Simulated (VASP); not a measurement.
Data:

```
CELL_PARAMETERS angstrom
      2.01657    -3.49280     0.00000
      2.01657     3.49280     0.00000
      0.00000     0.00000     6.61874
ATOMIC_POSITIONS crystal
  Cd 0.66667 0.33333 0.50115
  Cd 0.33333 0.66667 0.00115
  Se 0.66667 0.33333 0.87485
  Se 0.33333 0.66667 0.37485
```

Computed with PBE GGA, VASP's PBE PAW potentials (set 64) (plane waves; VASP). Settings: 500 eV cut-off, 6×6×4 Γ-centred mesh, Gaussian smearing of 0.050 eV, potentials Cd Se.

Question: What does the run give for the energy per atom (σ→0), pressure, band gap (on the k-mesh) with the smallest direct gap where there is one?

Answer: 
```json
{
 "band gap (on the k-mesh)": "1.06 eV",
 "smallest direct gap (on the k-mesh)": "1.06 eV",
 "energy per atom (σ→0)": "-2.422 eV/atom",
 "pressure": "19.96 GPa"
}
```

The absolute energy has meaning only against runs of the same code, potentials and settings.

The compound is CdSe in the wurtzite structure. It was relaxed first under an external pressure of 20 GPa.
